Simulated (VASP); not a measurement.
Calculation: r2SCAN meta-GGA, VASP's PBE PAW potentials (set 64) (plane waves; VASP 6.6.1).

The input files of a VASP run:

**POSCAR**
```
Ca(111) slab
1
    3.9404282420     0.0000000000     0.0000000000
   -1.9702141210     3.4125106292    -0.0000000000
   -0.0000000000    -0.0000000000    24.6321645580
Ca
3
Direct
  0.3333330000   0.6666670000   0.3693840000
  0.0000000000   0.0000000000   0.5000000000
  0.6666670000   0.3333330000   0.6306160000
```

File KPOINTS:
```
Automatic mesh
0
Gamma
8 8 1
0 0 0
```

INCAR:
```
IDIPOL=3
NSW=50
LCHARG=F
LMIXTAU=T
PREC=Normal
NELMIN=4
ISIF=2   ! forces and stress, cell fixed
LWAVE=T
LASPH=T   ! aspherical one-centre terms
DIPOL=0.5 0.5 0.5
LDIPOL=T
ALGO=Normal   ! blocked Davidson
ENCUT=400   ! plane-wave cut-off (eV)
NELM=100   ! most electronic steps
SIGMA=0.1
METAGGA=R2SCAN
ISMEAR=1   ! Methfessel-Paxton
IBRION=2
LREAL=F   ! projection in real space or not
EDIFF=1E-5   ! SCF stop (eV)
SYSTEM=Ca(111) slab
EDIFFG=-0.03   ! ionic stop
```

POTCAR, in this order: Ca_sv (PBE.64 set). Program: vasp_std.

### OSZICAR
```
...
DAV:  57    -0.203861951422E+02   -0.20301E-03   -0.17576E-04   520   0.892E-02    0.124E-01
DAV:  58    -0.203860830178E+02    0.11212E-03   -0.38616E-06   220   0.225E-02    0.122E-01
DAV:  59    -0.203848230246E+02    0.12600E-02   -0.58963E-06   214   0.268E-02    0.112E-01
DAV:  60    -0.203845816886E+02    0.24134E-03   -0.14855E-06   202   0.147E-02    0.110E-01
DAV:  61    -0.203383073587E+02    0.46274E-01   -0.80692E-03   383   0.920E-01    0.115E-01
DAV:  62    -0.203335988613E+02    0.47085E-02   -0.45669E-04   573   0.149E-01    0.122E-01
DAV:  63    -0.203357077837E+02   -0.21089E-02   -0.24031E-05   396   0.463E-02    0.121E-01
DAV:  64    -0.203334710718E+02    0.22367E-02   -0.38774E-05   402   0.510E-02    0.118E-01
DAV:  65    -0.203348806754E+02   -0.14096E-02   -0.11875E-05   294   0.364E-02    0.118E-01
DAV:  66    -0.203729089097E+02   -0.38028E-01   -0.63411E-03   394   0.836E-01    0.130E-01
DAV:  67    -0.203600329807E+02    0.12876E-01   -0.75517E-04   386   0.264E-01    0.117E-01
DAV:  68    -0.203599162309E+02    0.11675E-03   -0.25944E-05   472   0.266E-02    0.115E-01
DAV:  69    -0.203630347352E+02   -0.31185E-02   -0.59555E-05   379   0.682E-02    0.110E-01
DAV:  70    -0.203630613313E+02   -0.26596E-04   -0.46429E-06   215   0.172E-02    0.109E-01
DAV:  71    -0.204780946798E+02   -0.11503E+00   -0.43641E-02   380   0.235E+00    0.222E-01
DAV:  72    -0.204774351920E+02    0.65949E-03   -0.12331E-03   664   0.244E-01    0.209E-01
DAV:  73    -0.204784217158E+02   -0.98652E-03   -0.26988E-05   413   0.491E-02    0.218E-01
DAV:  74    -0.204734651137E+02    0.49566E-02   -0.19513E-04   404   0.159E-01    0.198E-01
DAV:  75    -0.204658392016E+02    0.76259E-02   -0.54606E-04   476   0.250E-01    0.178E-01
DAV:  76    -0.204554479213E+02    0.10391E-01   -0.87674E-04   504   0.289E-01    0.177E-01
DAV:  77    -0.204728236782E+02   -0.17376E-01   -0.37192E-03   392   0.650E-01    0.234E-01
DAV:  78    -0.204610186360E+02    0.11805E-01   -0.13159E-03   386   0.376E-01    0.227E-01
DAV:  79    -0.204524173273E+02    0.86013E-02   -0.45531E-04   490   0.236E-01    0.219E-01
DAV:  80    -0.204534714308E+02   -0.10541E-02   -0.22718E-05   372   0.409E-02    0.221E-01
DAV:  81    -0.204629278427E+02   -0.94564E-02   -0.28576E-04   471   0.183E-01    0.211E-01
DAV:  82    -0.204481766617E+02    0.14751E-01   -0.10587E-03   380   0.389E-01    0.195E-01
DAV:  83    -0.204593621134E+02   -0.11185E-01   -0.90051E-04   386   0.355E-01    0.192E-01
DAV:  84    -0.204590463273E+02    0.31579E-03   -0.52859E-05   477   0.455E-02    0.188E-01
DAV:  85    -0.204627561473E+02   -0.37098E-02   -0.19306E-04   509   0.151E-01    0.194E-01
DAV:  86    -0.204660006303E+02   -0.32445E-02   -0.33721E-04   424   0.196E-01    0.203E-01
DAV:  87    -0.204666052102E+02   -0.60458E-03   -0.78532E-05   475   0.770E-02    0.221E-01
DAV:  88    -0.204680388222E+02   -0.14336E-02   -0.10743E-05   215   0.374E-02    0.233E-01
DAV:  89    -0.204629508544E+02    0.50880E-02   -0.11369E-04   386   0.139E-01    0.243E-01
DAV:  90    -0.204619810727E+02    0.96978E-03   -0.25409E-05   276   0.563E-02    0.250E-01
DAV:  91    -0.204766886261E+02   -0.14708E-01   -0.23351E-03   380   0.557E-01    0.204E-01
DAV:  92    -0.204710171352E+02    0.56715E-02   -0.29688E-04   389   0.190E-01    0.209E-01
DAV:  93    -0.204703380507E+02    0.67908E-03   -0.98048E-06   218   0.340E-02    0.212E-01
DAV:  94    -0.204717351292E+02   -0.13971E-02   -0.22483E-05   388   0.325E-02    0.193E-01
DAV:  95    -0.204706026503E+02    0.11325E-02   -0.53773E-05   429   0.524E-02    0.162E-01
DAV:  96    -0.204692743230E+02    0.13283E-02   -0.13502E-04   459   0.904E-02    0.120E-01
DAV:  97    -0.204704326201E+02   -0.11583E-02   -0.14220E-05   344   0.447E-02    0.118E-01
DAV:  98    -0.204706924834E+02   -0.25986E-03   -0.37212E-06   199   0.239E-02    0.117E-01
DAV:  99    -0.204702606653E+02    0.43182E-03   -0.11826E-06   190   0.100E-02    0.118E-01
DAV: 100    -0.204716181091E+02   -0.13574E-02   -0.31241E-06   190   0.208E-02
   1 F= -.20471618E+02 E0= -.20472034E+02  d E =-.204716E+02
```

Question: The electronic loop did not converge. What happens with NELM = 200, ALGO = All?

Answer: The calculation finished and met its thresholds.
**OSZICAR**
```
...
CGA:   9    -0.202556670085E+02   -0.19691E-03   -0.19716E-03   190   0.316E-03   0.110E-05
CGA:  10    -0.202557351049E+02   -0.68096E-04   -0.68227E-04   190   0.115E-03   0.635E-05
CGA:  11    -0.202557631077E+02   -0.28003E-04   -0.28018E-04   190   0.503E-04  -0.728E-06
CGA:  12    -0.202557738236E+02   -0.10716E-04   -0.10713E-04   190   0.215E-04  -0.234E-05
CGA:  13    -0.202557788197E+02   -0.49961E-05   -0.50107E-05   190   0.981E-05  -0.970E-06
   4 F= -.20255779E+02 E0= -.20256296E+02  d E =-.339229E-02
       N       E                     dE             d eps       ncg     rms           ort
SDA:   1    -0.195398507010E+02    0.71592E+00    0.00000E+00   190   0.426E+01   0.000E+00
CGA:   2    -0.201019362459E+02   -0.56209E+00   -0.56299E+00   190   0.793E+00  -0.286E-02
CGA:   3    -0.202247154683E+02   -0.12278E+00   -0.12260E+00   190   0.867E-01   0.889E-03
CGA:   4    -0.202441162359E+02   -0.19401E-01   -0.19402E-01   190   0.465E-01  -0.589E-04
CGA:   5    -0.202512264142E+02   -0.71102E-02   -0.71072E-02   190   0.130E-01  -0.389E-04
CGA:   6    -0.202542540914E+02   -0.30277E-02   -0.30267E-02   190   0.647E-02   0.131E-04
CGA:   7    -0.202559410287E+02   -0.16869E-02   -0.16880E-02   190   0.397E-02  -0.869E-05
CGA:   8    -0.202570328069E+02   -0.10918E-02   -0.10928E-02   190   0.252E-02  -0.223E-04
CGA:   9    -0.202578161142E+02   -0.78331E-03   -0.78396E-03   190   0.122E-02   0.305E-05
CGA:  10    -0.202580908669E+02   -0.27475E-03   -0.27478E-03   190   0.450E-03   0.106E-04
CGA:  11    -0.202581989351E+02   -0.10807E-03   -0.10802E-03   190   0.197E-03  -0.172E-06
CGA:  12    -0.202582400383E+02   -0.41103E-04   -0.40874E-04   190   0.806E-04  -0.446E-05
CGA:  13    -0.202582599891E+02   -0.19951E-04   -0.19967E-04   190   0.352E-04  -0.220E-05
CGA:  14    -0.202582677296E+02   -0.77405E-05   -0.77439E-05   190   0.145E-04   0.124E-05
   5 F= -.20258268E+02 E0= -.20258673E+02  d E =-.588120E-02
       N       E                     dE             d eps       ncg     rms           ort
SDA:   1    -0.173788885962E+02    0.28794E+01    0.00000E+00   190   0.171E+02   0.000E+00
CGA:   2    -0.196420110355E+02   -0.22631E+01   -0.22919E+01   190   0.303E+01  -0.499E-01
CGA:   3    -0.201294057606E+02   -0.48739E+00   -0.47987E+00   190   0.359E+00  -0.212E-01
CGA:   4    -0.202028306705E+02   -0.73425E-01   -0.73421E-01   190   0.193E+00  -0.193E-03
CGA:   5    -0.202335561728E+02   -0.30726E-01   -0.30719E-01   190   0.532E-01  -0.369E-04
CGA:   6    -0.202454131317E+02   -0.11857E-01   -0.11857E-01   190   0.263E-01   0.637E-05
CGA:   7    -0.202521395336E+02   -0.67264E-02   -0.67243E-02   190   0.157E-01   0.244E-04
CGA:   8    -0.202565657376E+02   -0.44262E-02   -0.44296E-02   190   0.970E-02  -0.431E-04
CGA:   9    -0.202596940732E+02   -0.31283E-02   -0.31260E-02   190   0.474E-02   0.127E-04
CGA:  10    -0.202608542217E+02   -0.11601E-02   -0.11599E-02   190   0.165E-02   0.175E-04
CGA:  11    -0.202612988495E+02   -0.44463E-03   -0.44477E-03   190   0.724E-03  -0.783E-05
CGA:  12    -0.202614475239E+02   -0.14867E-03   -0.14818E-03   190   0.344E-03  -0.761E-05
CGA:  13    -0.202615277062E+02   -0.80182E-04   -0.80187E-04   190   0.130E-03  -0.184E-05
CGA:  14    -0.202615624263E+02   -0.34720E-04   -0.34643E-04   190   0.491E-04   0.213E-05
CGA:  15    -0.202615759240E+02   -0.13498E-04   -0.13495E-04   190   0.328E-04   0.131E-06
CGA:  16    -0.202615832391E+02   -0.73150E-05   -0.73219E-05   190   0.172E-04   0.280E-07
   6 F= -.20261583E+02 E0= -.20261606E+02  d E =-.919671E-02
```

The cell is a thin slab with vacuum, built from Ca (fcc).
